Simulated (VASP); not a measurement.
Computed with PBE GGA, VASP's PBE PAW potentials (set 64) (plane waves; VASP).

Input for VASP

KPOINTS:
```
Automatic mesh
0
Gamma
4 4 3
0 0 0
```

INCAR:
```
SYSTEM = GdGe2
PREC = Accurate
ENCUT = 300
EDIFF = 1E-6
NELM = 100
ALGO = Normal
LREAL = .FALSE.
LASPH = .TRUE.
ISMEAR = 0
SIGMA = 0.1
GGA = PE
LMAXMIX = 6
LWAVE = .FALSE.
LCHARG = .FALSE.
ISIF = 2
ISPIN = 2
MAGMOM = 7.0 0.0 0.0
LORBIT = 11
```

**POSCAR**
```
GdGe2
1
    4.4785580000     0.0000000000     0.0000000000
   -2.2392790000     3.8785450000     0.0000000000
    0.0000000000     0.0000000000     4.8492130000
Gd Ge
1 2
Direct
  0.0000000000   0.0000000000   0.0000000000
  0.3333330000   0.6666670000   0.5000000000
  0.6666670000   0.3333330000   0.5000000000
```

POTCAR, in this order: Gd Ge_d (PBE.64 set). Program: vasp_std.

The resulting files:

### OSZICAR
```
...
DAV:  12    -0.219611256834E+02   -0.16344E-01   -0.68846E-02  1525   0.115E+00    0.107E+01
DAV:  13    -0.218689111884E+02    0.92214E-01   -0.44327E-02  1422   0.205E+00    0.963E+00
DAV:  14    -0.218111230708E+02    0.57788E-01   -0.22342E-02  1696   0.969E-01    0.901E+00
DAV:  15    -0.217984521946E+02    0.12671E-01   -0.26643E-02  1472   0.722E-01    0.872E+00
DAV:  16    -0.217992119571E+02   -0.75976E-03   -0.18854E-02  1265   0.730E-01    0.856E+00
DAV:  17    -0.217991437576E+02    0.68200E-04   -0.92739E-03  1383   0.730E-01    0.834E+00
DAV:  18    -0.217201208171E+02    0.79023E-01   -0.28237E-01  1446   0.204E+00    0.729E+00
DAV:  19    -0.218251073966E+02   -0.10499E+00   -0.58815E-01  1474   0.221E+00    0.117E+01
DAV:  20    -0.216318988486E+02    0.19321E+00   -0.17338E-01  1184   0.248E+00    0.126E+01
DAV:  21    -0.215080921706E+02    0.12381E+00   -0.27008E-02  1559   0.102E+00    0.132E+01
DAV:  22    -0.214267387143E+02    0.81353E-01   -0.37706E-03  1567   0.585E-01    0.136E+01
DAV:  23    -0.214189772848E+02    0.77614E-02   -0.31090E-02  1458   0.152E+00    0.129E+01
DAV:  24    -0.214498602644E+02   -0.30883E-01   -0.47600E-02  1550   0.195E+00    0.128E+01
DAV:  25    -0.214675801668E+02   -0.17720E-01   -0.17521E-02  1461   0.120E+00    0.128E+01
DAV:  26    -0.212348243756E+02    0.23276E+00   -0.45593E-02  1277   0.155E+00    0.118E+01
DAV:  27    -0.213488601765E+02   -0.11404E+00   -0.16180E-02  1313   0.116E+00    0.122E+01
DAV:  28    -0.214611460874E+02   -0.11229E+00   -0.17729E-01  1495   0.414E+00    0.147E+01
DAV:  29    -0.213806751116E+02    0.80471E-01   -0.39869E-02  1662   0.116E+00    0.163E+01
DAV:  30    -0.213505890254E+02    0.30086E-01   -0.28616E-03  1542   0.383E-01    0.164E+01
DAV:  31    -0.213540377177E+02   -0.34487E-02   -0.10392E-03  1527   0.302E-01    0.160E+01
DAV:  32    -0.212602319547E+02    0.93806E-01   -0.84425E-03  1365   0.804E-01    0.149E+01
DAV:  33    -0.212025454754E+02    0.57686E-01   -0.52271E-02  1512   0.226E+00    0.175E+01
DAV:  34    -0.211691706799E+02    0.33375E-01   -0.12497E-02  1587   0.102E+00    0.166E+01
DAV:  35    -0.211122929507E+02    0.56878E-01   -0.42349E-03  1370   0.613E-01    0.156E+01
DAV:  36    -0.207010836723E+02    0.41121E+00   -0.11281E-01  1289   0.392E+00    0.134E+01
DAV:  37    -0.203975773543E+02    0.30351E+00   -0.91045E-02  1604   0.332E+00    0.161E+01
DAV:  38    -0.206021104290E+02   -0.20453E+00   -0.51673E-02  1390   0.262E+00    0.124E+01
DAV:  39    -0.204856347912E+02    0.11648E+00   -0.77870E-02  1522   0.337E+00    0.101E+01
DAV:  40    -0.206520749078E+02   -0.16644E+00   -0.28211E-02  1411   0.979E-01    0.989E+00
DAV:  41    -0.207109269348E+02   -0.58852E-01   -0.10709E-02  1426   0.915E-01    0.103E+01
DAV:  42    -0.207374174496E+02   -0.26491E-01   -0.16489E-03  1582   0.297E-01    0.102E+01
DAV:  43    -0.207027633984E+02    0.34654E-01   -0.14766E-03  1331   0.511E-01    0.107E+01
DAV:  44    -0.207181663133E+02   -0.15403E-01   -0.69242E-04  1320   0.344E-01    0.109E+01
DAV:  45    -0.206805222727E+02    0.37644E-01   -0.13041E-03  1298   0.326E-01    0.113E+01
DAV:  46    -0.207976390471E+02   -0.11712E+00   -0.13136E-02  1324   0.148E+00    0.972E+00
DAV:  47    -0.208681093883E+02   -0.70470E-01   -0.78103E-03  1484   0.522E-01    0.971E+00
DAV:  48    -0.208484267032E+02    0.19683E-01   -0.35382E-03  1373   0.423E-01    0.991E+00
DAV:  49    -0.209142175285E+02   -0.65791E-01   -0.39311E-03  1244   0.482E-01    0.959E+00
DAV:  50    -0.209140746829E+02    0.14285E-03   -0.11230E-02  1288   0.147E+00    0.118E+01
DAV:  51    -0.209260601642E+02   -0.11985E-01   -0.13833E-01  1284   0.225E+00    0.141E+01
DAV:  52    -0.209462522813E+02   -0.20192E-01   -0.41250E-02  1605   0.172E+00    0.137E+01
DAV:  53    -0.209396058604E+02    0.66464E-02   -0.44594E-03  1616   0.372E-01    0.137E+01
DAV:  54    -0.210675119985E+02   -0.12791E+00   -0.10936E-02  1346   0.121E+00    0.143E+01
DAV:  55    -0.210384476177E+02    0.29064E-01   -0.19364E-02  1447   0.139E+00    0.134E+01
DAV:  56    -0.210220327177E+02    0.16415E-01   -0.45081E-01  1455   0.485E+00    0.782E+00
DAV:  57    -0.214549788143E+02   -0.43295E+00   -0.10303E-01  1437   0.209E+00    0.104E+01
DAV:  58    -0.215480420563E+02   -0.93063E-01   -0.18908E-02  1646   0.855E-01    0.112E+01
DAV:  59    -0.216367656737E+02   -0.88724E-01   -0.27049E-02  1224   0.692E-01    0.113E+01
DAV:  60    -0.216624357845E+02   -0.25670E-01   -0.82315E-03  1552   0.736E-01    0.120E+01
DAV:  61    -0.218402406261E+02   -0.17780E+00   -0.58995E-01  1327   0.560E+00    0.143E+01
DAV:  62    -0.218888893838E+02   -0.48649E-01   -0.88406E-02  1755   0.249E+00    0.160E+01
DAV:  63    -0.218674258802E+02    0.21464E-01   -0.17777E-02  1452   0.104E+00    0.160E+01
DAV:  64    -0.218619408219E+02    0.54851E-02   -0.16348E-03  1692   0.265E-01    0.159E+01
DAV:  65    -0.218480465520E+02    0.13894E-01   -0.12081E-03  1488   0.416E-01    0.154E+01
DAV:  66    -0.217221284445E+02    0.12592E+00   -0.90926E-02  1358   0.386E+00    0.122E+01
DAV:  67    -0.217131738021E+02    0.89546E-02   -0.26677E-02  1669   0.112E+00    0.107E+01
DAV:  68    -0.217026737239E+02    0.10500E-01   -0.10573E-02  1565   0.104E+00    0.897E+00
DAV:  69    -0.217094677848E+02   -0.67941E-02   -0.11547E-01  1349   0.332E+00    0.549E+00
DAV:  70    -0.217015919514E+02    0.78758E-02   -0.20131E-02  1629   0.104E+00    0.555E+00
DAV:  71    -0.217024223210E+02   -0.83037E-03   -0.84140E-03  1460   0.672E-01    0.495E+00
DAV:  72    -0.217024083594E+02    0.13962E-04   -0.53930E-03  1370   0.699E-01    0.455E+00
DAV:  73    -0.216964820793E+02    0.59263E-02   -0.13454E-02  1343   0.129E+00    0.468E+00
DAV:  74    -0.216989013319E+02   -0.24193E-02   -0.23886E-03  1660   0.282E-01    0.481E+00
DAV:  75    -0.216996830105E+02   -0.78168E-03   -0.87594E-04  1526   0.248E-01    0.514E+00
DAV:  76    -0.217015058304E+02   -0.18228E-02   -0.39546E-03  1242   0.406E-01    0.470E+00
DAV:  77    -0.217023981827E+02   -0.89235E-03   -0.47664E-04  1487   0.197E-01    0.513E+00
DAV:  78    -0.217046911970E+02   -0.22930E-02   -0.52053E-04  1309   0.214E-01    0.465E+00
DAV:  79    -0.217084691037E+02   -0.37779E-02   -0.39494E-03  1420   0.707E-01    0.443E+00
DAV:  80    -0.217194246322E+02   -0.10956E-01   -0.73150E-03  1487   0.880E-01    0.442E+00
DAV:  81    -0.217194410590E+02   -0.16427E-04   -0.33567E-03  1438   0.382E-01    0.389E+00
DAV:  82    -0.217195120027E+02   -0.70944E-04   -0.32120E-04  1535   0.730E-02    0.388E+00
DAV:  83    -0.217212140223E+02   -0.17020E-02   -0.76769E-04  1393   0.340E-01    0.390E+00
DAV:  84    -0.217176348405E+02    0.35792E-02   -0.87547E-04  1283   0.394E-01    0.389E+00
DAV:  85    -0.217147400746E+02    0.28948E-02   -0.90472E-04  1410   0.341E-01    0.383E+00
DAV:  86    -0.217280570374E+02   -0.13317E-01   -0.11395E-02  1365   0.112E+00    0.466E+00
DAV:  87    -0.217266040278E+02    0.14530E-02   -0.37477E-03  1518   0.624E-01    0.450E+00
DAV:  88    -0.217108374166E+02    0.15767E-01   -0.80274E-02  1333   0.301E+00    0.372E+00
DAV:  89    -0.217320302266E+02   -0.21193E-01   -0.10128E-01  1613   0.169E+00    0.478E+00
DAV:  90    -0.217386830568E+02   -0.66528E-02   -0.23741E-02  1321   0.104E+00    0.399E+00
DAV:  91    -0.217749814634E+02   -0.36298E-01   -0.15517E+00  1271   0.609E+00    0.572E+00
DAV:  92    -0.217095091193E+02    0.65472E-01   -0.98395E-02  1262   0.417E+00    0.365E+00
DAV:  93    -0.216946764005E+02    0.14833E-01   -0.22126E-02  1550   0.135E+00    0.269E+00
DAV:  94    -0.216755849615E+02    0.19091E-01   -0.16428E-02  1488   0.648E-01    0.277E+00
DAV:  95    -0.216406824813E+02    0.34902E-01   -0.74513E-03  1305   0.119E+00    0.281E+00
DAV:  96    -0.217356786419E+02   -0.94996E-01   -0.66357E-02  1271   0.195E+00    0.442E+00
DAV:  97    -0.217392605088E+02   -0.35819E-02   -0.11844E-02  1425   0.678E-01    0.509E+00
DAV:  98    -0.216805483899E+02    0.58712E-01   -0.11919E-02  1225   0.685E-01    0.456E+00
DAV:  99    -0.216860424935E+02   -0.54941E-02   -0.22075E-02  1312   0.126E+00    0.388E+00
DAV: 100    -0.216562638457E+02    0.29779E-01   -0.59681E-03  1635   0.611E-01
   1 F= -.21656264E+02 E0= -.21641592E+02  d E =-.293445E-01  mag=     6.9367
```

OUTCAR:
```
------------------------ aborting loop EDIFF was not reached (unconverged)  ----------------------------
  FORCE on cell =-STRESS in cart. coord.  units (eV):
  Direction    XX          YY          ZZ          XY          YZ          ZX
  --------------------------------------------------------------------------------------
  Total       -2.4142645     -2.4142645      2.6136453      0.0000000     -0.0000000      0.0000000
  in kB      -45.9216119    -45.9216119     49.7140266      0.0000000     -0.0000000      0.0000000
  external PRESSURE =     -14.0430657 kB  Pullay stress =       0.0000000 kB
  volume of cell :       84.23
      direct lattice vectors                 reciprocal lattice vectors
     4.478558000  0.000000000  0.000000000     0.223286156  0.128914322  0.000000000
    -2.239279000  3.878545000  0.000000000     0.000000000  0.257828645  0.000000000
     0.000000000  0.000000000  4.849213000     0.000000000  0.000000000  0.206219030
 POSITION                                       TOTAL-FORCE (eV/Angst)
 -----------------------------------------------------------------------------------
      0.00000      0.00000      0.00000         0.000000      0.000000     -0.000000
     -0.00000      2.58570      2.42461         0.000000      0.000000      0.000000
      2.23928      1.29285      2.42461        -0.000000     -0.000000     -0.000000
 -----------------------------------------------------------------------------------
    total drift:                                0.000000      0.000000      0.000000
  FREE ENERGIE OF THE ION-ELECTRON SYSTEM (eV)
  ---------------------------------------------------
  free  energy   TOTEN  =       -21.6562638457 eV

  energy  without entropy=      -21.6269193745  energy(sigma->0) =      -21.64159161

 total charge

# of ion       s       p       d       f       tot
--------------------------------------------------
    1        2.016   5.565   0.357   7.284  15.222
    2        1.194   1.050  10.008   0.000  12.253
    3        1.194   1.050  10.008   0.000  12.253
--------------------------------------------------
tot          4.405   7.665  20.373   7.284  39.727

 magnetization (x)

# of ion       s       p       d       f       tot
--------------------------------------------------
    1        0.002  -0.067   0.113   6.524   6.572
    2        0.006  -0.003   0.003   0.000   0.005
    3        0.006  -0.003   0.003   0.000   0.005
--------------------------------------------------
tot          0.013  -0.074   0.119   6.524   6.582
```
(Selected blocks of OUTCAR.)

### stdout
```
...
DAV:  81    -0.217194410590E+02   -0.16427E-04   -0.33567E-03  1438   0.382E-01    0.389E+00
DAV:  82    -0.217195120027E+02   -0.70944E-04   -0.32120E-04  1535   0.730E-02    0.388E+00
DAV:  83    -0.217212140223E+02   -0.17020E-02   -0.76769E-04  1393   0.340E-01    0.390E+00
DAV:  84    -0.217176348405E+02    0.35792E-02   -0.87547E-04  1283   0.394E-01    0.389E+00
DAV:  85    -0.217147400746E+02    0.28948E-02   -0.90472E-04  1410   0.341E-01    0.383E+00
DAV:  86    -0.217280570374E+02   -0.13317E-01   -0.11395E-02  1365   0.112E+00    0.466E+00
DAV:  87    -0.217266040278E+02    0.14530E-02   -0.37477E-03  1518   0.624E-01    0.450E+00
DAV:  88    -0.217108374166E+02    0.15767E-01   -0.80274E-02  1333   0.301E+00    0.372E+00
DAV:  89    -0.217320302266E+02   -0.21193E-01   -0.10128E-01  1613   0.169E+00    0.478E+00
DAV:  90    -0.217386830568E+02   -0.66528E-02   -0.23741E-02  1321   0.104E+00    0.399E+00
DAV:  91    -0.217749814634E+02   -0.36298E-01   -0.15517E+00  1271   0.609E+00    0.572E+00
DAV:  92    -0.217095091193E+02    0.65472E-01   -0.98395E-02  1262   0.417E+00    0.365E+00
DAV:  93    -0.216946764005E+02    0.14833E-01   -0.22126E-02  1550   0.135E+00    0.269E+00
DAV:  94    -0.216755849615E+02    0.19091E-01   -0.16428E-02  1488   0.648E-01    0.277E+00
DAV:  95    -0.216406824813E+02    0.34902E-01   -0.74513E-03  1305   0.119E+00    0.281E+00
DAV:  96    -0.217356786419E+02   -0.94996E-01   -0.66357E-02  1271   0.195E+00    0.442E+00
DAV:  97    -0.217392605088E+02   -0.35819E-02   -0.11844E-02  1425   0.678E-01    0.509E+00
DAV:  98    -0.216805483899E+02    0.58712E-01   -0.11919E-02  1225   0.685E-01    0.456E+00
DAV:  99    -0.216860424935E+02   -0.54941E-02   -0.22075E-02  1312   0.126E+00    0.388E+00
DAV: 100    -0.216562638457E+02    0.29779E-01   -0.59681E-03  1635   0.611E-01

 -----------------------------------------------------------------------------
|                                                                             |
|           W    W    AA    RRRRR   N    N  II  N    N   GGGG   !!!           |
|           W    W   A  A   R    R  NN   N  II  NN   N  G    G  !!!           |
|           W    W  A    A  R    R  N N  N  II  N N  N  G       !!!           |
|           W WW W  AAAAAA  RRRRR   N  N N  II  N  N N  G  GGG   !            |
|           WW  WW  A    A  R   R   N   NN  II  N   NN  G    G                |
|           W    W  A    A  R    R  N    N  II  N    N   GGGG   !!!           |
|                                                                             |
|     The electronic self-consistency was not achieved in the given           |
|     number of steps (NELM). The forces and other quantities evaluated       |
|     might not be reliable so examine the results carefully. If you find     |
|     spurious results, we suggest increasing NELM, if you were close to      |
|     convergence or switching to a different ALGO or adjusting the           |
|     density mixing parameters otherwise.                                    |
|                                                                             |
 -----------------------------------------------------------------------------

   1 F= -.21656264E+02 E0= -.21641592E+02  d E =-.293445E-01  mag=     6.9367
```

The run did not converge; its last values are not results.

At this cut-off the stress carries a Pulay error, which pulls relaxed volumes low.

The structure was generated: GdGe2 was put into an ordered model structure, which need not be its known phase. The cell was not relaxed at this level. The k-mesh is coarse (spacing up to 0.43 per Å, 2π included), so the numbers may not be converged in it.
